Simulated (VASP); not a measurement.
Here is the system:

```
CELL_PARAMETERS angstrom
      0.00000     2.29906     2.29906
      2.29906     0.00000     2.29906
      2.29906     2.29906     0.00000
ATOMIC_POSITIONS crystal
  Na 0.00000 0.00000 0.00000
  F  0.50000 0.50000 0.50000
```

The numbers are results of revTPSS meta-GGA, VASP's PBE PAW potentials (set 64) (plane waves; VASP 6.6.1), not measurements. Numerical set-up: 520 eV cut-off, 10×10×10 Γ-centred mesh, Gaussian smearing of 0.050 eV, potentials Na_pv F.

### Question
Estimate the energy per atom (σ→0), pressure, band gap (on the k-mesh) with the smallest direct gap where there is one.

### Answer

```
Item                                         Result
-----------------------------------  --------------
band gap (on the k-mesh)                    6.65 eV
smallest direct gap (on the k-mesh)         6.65 eV
energy per atom (σ→0)                -5.810 eV/atom
pressure                                   1.61 GPa
```

Only differences to runs with the same potentials and settings are physical.

The compound is NaF in the rock salt structure. This cell is one point of a volume scan, at 0.97 of the reference volume.
